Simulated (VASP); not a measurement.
# Sc3Br5 (P1) in VASP: a series of runs, part 2 of 2

VASP 6.6.1. Earlier steps stand in the parts before.

### Step 3. Single point, PBE

Contents of INCAR:

```
ALGO = Normal ; EDIFF = 1E-6
ENCUT = 520 ; GGA = PE
ISIF = 2 ; ISMEAR = -1
LASPH = T ; LCHARG = F
LREAL = F ; LWAVE = F
NBANDS = 44 ; NELM = 80
PREC = Accurate ; SIGMA = 0.1
```

Contents of KPOINTS:

```
k-points
0
Gamma
  4 4 1
```

Contents of POSCAR:

```
Sc3Br5
1.0
    4.0262990000      0.0000000000      0.0000000000
    0.0000000000      4.0262990000      0.0000000000
    0.0000000000      0.0000000000     14.1111730000
Sc Br
3 5
Direct
    0.4662395912      0.4891921837      0.1272695048
    0.4882933433      0.5113827860      0.8525616545
   -0.0013101362      0.0600484465      0.5029227549
    0.0195474802     -0.0016369872      0.2501699185
    0.0352504869     -0.0278975804      0.7523665113
    0.0031433334      0.0109894968     -0.0019067869
    0.4710104739      0.5035631979      0.3810704468
    0.4973664400      0.4808736261      0.6280028599
```

Potentials or basis: VASP PAW PBE potentials, release 64 (Sc_sv, Br).

Run with:

```
> cat potpaw_PBE.64/Sc_sv/POTCAR potpaw_PBE.64/Br/POTCAR > POTCAR
> mpirun -np 1 vasp_std > vasp.out
```

Wall time 1.7 min (1 thread of Intel Xeon 6975P-C (Granite Rapids), shared host); peak memory 0.33 GiB.

It converged, with:

```yaml
Free_energy: -32.9375 eV
Pressure: -6.3 GPa
Largest_force: 1.525 eV/Å
Band_gap_on_the_k_mesh: none (metal or under the smearing width)
```

Forces in eV/Å, atoms in the order of the input:
```
Sc  -0.150 -0.048  0.286
Sc  -0.054 -0.004 -0.243
Sc   0.029  0.333 -0.194
Br  -0.207  0.024 -1.511
Br  -0.281  0.008  1.207
Br   0.076  0.076  0.233
Br   0.255 -0.141  1.393
Br   0.333 -0.248 -1.171
```

Stress tensor (GPa, compression positive):
```
-7.05 -0.08  0.23
-0.08 -6.78  0.03
 0.23  0.03 -4.94
```

Levels at points of the mesh, in eV from the Fermi level:
```tsv
k point	band 30	band 31	band 32	band 33	band 34	band 35	band 36	band 37	band 38	band 39
(0.00, 0.00, 0.00)	-3.04	-2.69	-2.66	-0.99	-0.67	-0.55	-0.42	-0.17	0.33	0.69
(0.50, 0.00, 0.00)	-3.12	-3.00	-2.76	-0.30	-0.19	-0.04	0.12	0.49	0.52	0.64
(0.00, 0.50, 0.00)	-3.26	-2.90	-2.77	-0.31	-0.13	-0.04	0.14	0.46	0.50	0.57
(0.50, 0.50, 0.00)	-3.72	-3.36	-3.19	-0.54	0.26	0.66	0.67	0.83	0.96	0.99
```

Caveat: the k mesh is coarse (spacing up to 0.45 Å⁻¹), so the values aren't converged; forces of over 1 eV/Å show positions far from the minimum, so gaps and moduli don't describe the material at rest.

### Step 4. Molecular dynamics, PBE

Contents of INCAR:

```
PREC = Accurate ; ENCUT = 520
EDIFF = 1E-5 ; ISMEAR = -1
SIGMA = 0.1 ; LREAL = F
LASPH = T ; NELM = 60
ALGO = Normal ; ISIF = 2
LWAVE = F ; LCHARG = F
GGA = PE ; IBRION = 0
NSW = 30 ; POTIM = 1.0
TEBEG = 900.0 ; TEEND = 900.0
ISYM = 0 ; NELMIN = 4
RANDOM_SEED = 117303 0 0 ; MDALGO = 1
ANDERSEN_PROB = 0.0
```

Contents of KPOINTS:

```
Automatic mesh
0
Gamma
  4 4 1
```

Contents of POSCAR:

```
Sc3Br5
1.0
    4.0262990000      0.0000000000      0.0000000000
    0.0000000000      4.0262990000      0.0000000000
    0.0000000000      0.0000000000     14.1111730000
Sc Br
3 5
Direct
    0.5000000000      0.5000000000      0.1250000000
    0.5000000000      0.5000000000      0.8750000000
    0.0000000000      0.0000000000      0.5000000000
    0.0000000000      0.0000000000      0.2500000000
    0.0000000000      0.0000000000      0.7500000000
    0.0000000000      0.0000000000      0.0000000000
    0.5000000000      0.5000000000      0.3750000000
    0.5000000000      0.5000000000      0.6250000000
```

Potentials or basis: VASP PAW PBE potentials, release 64 (Sc_sv, Br).

Run with:

```
> cat potpaw_PBE.64/Sc_sv/POTCAR potpaw_PBE.64/Br/POTCAR > POTCAR
> mpirun -np 1 vasp_std > vasp.out
```

OUTCAR:

```text
PREC = Accurate
   ENCUT = 520
   EDIFF = 1E-5
   ISMEAR = -1
   LREAL = F
   LASPH = T
   NELM = 60
   ISIF = 2
   GGA = PE
   IBRION = 0
   NSW = 30
   POTIM = 1.0
   TEBEG = 900.0
   ISYM = 0
   NELMIN = 4

 ion  position               nearest neighbor table
   1  0.500  0.500  0.125-
   2  0.500  0.500  0.875-
   3  0.000  0.000  0.500-
   4  0.000  0.000  0.250-
   5  0.000  0.000  0.750-
   6  0.000  0.000  0.000-
   7  0.500  0.500  0.375-
   8  0.500  0.500  0.625-

IMPORTANT INFORMATION: All symmetrisations will be switched off!
NOSYMM: (Re-)initialisation of all symmetry stuff for point group C_1.

[... 298 lines left out ...]

 number of electron      67.9999999 magnetization

------------------------ aborting loop because EDIFF is reached ----------------------------------------
[... 99 lines left out ...]
--------------------------------------- Ionic step       30  -------------------------------------------

 number of electron      67.9999998 magnetization

 Free energy of the ion-electron system (eV)
  ---------------------------------------------------
  ext. energy  EPLUGINS =         0.00000000
  ---------------------------------------------------
  free energy    TOTEN  =       -32.86137875 eV

  energy without entropy =      -32.58823959  energy(sigma->0) =      -32.72480917

 E-fermi :   3.6962     XC(G=0):  -8.9303

 val. band max:        3.6200204027   @ k =   0.0000   0.2500   0.0000
 cond. band min:       3.8059073742   @ k =   0.2500   0.0000   0.0000
 fundamental gap:      0.1858869715
 Fermi energy:         3.6961555242

 k-point     1 :       0.0000    0.0000    0.0000
  band No.  band energies     occupation
      1     -47.8504      2.00000
      2     -47.3353      2.00000
      3     -47.3177      2.00000
      4     -26.5469      2.00000
      5     -26.3722      2.00000
      6     -26.3706      2.00000
[... 460 lines left out ...]
  ENERGY OF THE ELECTRON-ION-THERMOSTAT SYSTEM (eV)
  ---------------------------------------------------
% ion-electron   TOTEN  =       -32.861379  see above
  kinetic energy EKIN   =         0.983435
  kin. lattice  EKIN_LAT=         0.000000  (temperature 1086.88 K)
  nose potential ES     =         0.000000
  nose kinetic   EPS    =         0.000000
  ---------------------------------------------------
  total energy   ETOTAL =       -31.877944 eV
```

Wall time 9.8 min (1 thread of Intel Xeon 6975P-C (Granite Rapids), shared host); peak memory 0.42 GiB.

The path:
```tsv
step	potential energy change (eV)	largest force (eV/Å)	pressure (GPa)	volume (Å³)	temperature (K)
1	0.0000	1.5588	-6.71	228.76	896
2	0.0055	1.5773	-6.71	228.76	890
3	0.0102	1.5973	-6.72	228.76	885
4	0.0140	1.6125	-6.70	228.76	881
5	0.0169	1.6336	-6.68	228.76	878
6	0.0189	1.6464	-6.68	228.76	876
7	0.0200	1.6657	-6.67	228.76	874
8	0.0201	1.6743	-6.66	228.76	874
9	0.0194	1.6979	-6.66	228.76	875
10	0.0178	1.7032	-6.64	228.76	877
11	0.0152	1.7132	-6.63	228.76	880
12	0.0118	1.7261	-6.62	228.76	884
13	0.0075	1.7342	-6.61	228.76	888
14	0.0024	1.7443	-6.59	228.76	894
15	-0.0036	1.7526	-6.58	228.76	901
16	-0.0104	1.7569	-6.56	228.76	908
17	-0.0180	1.7668	-6.55	228.76	916
18	-0.0264	1.7715	-6.53	228.76	926
19	-0.0355	1.7752	-6.52	228.76	936
20	-0.0453	1.7825	-6.50	228.76	946
21	-0.0557	1.7813	-6.48	228.76	958
22	-0.0668	1.7862	-6.47	228.76	970
23	-0.0784	1.7837	-6.44	228.76	983
24	-0.0906	1.7912	-6.43	228.76	997
25	-0.1033	1.7864	-6.39	228.76	1011
26	-0.1164	1.7904	-6.39	228.76	1025
27	-0.1299	1.7854	-6.35	228.76	1040
28	-0.1438	1.7864	-6.34	228.76	1055
29	-0.1579	1.7794	-6.31	228.76	1071
30	-0.1723	1.7816	-6.29	228.76	1087
```

Caveat: the k mesh is coarse (spacing up to 0.45 Å⁻¹), so the values aren't converged.
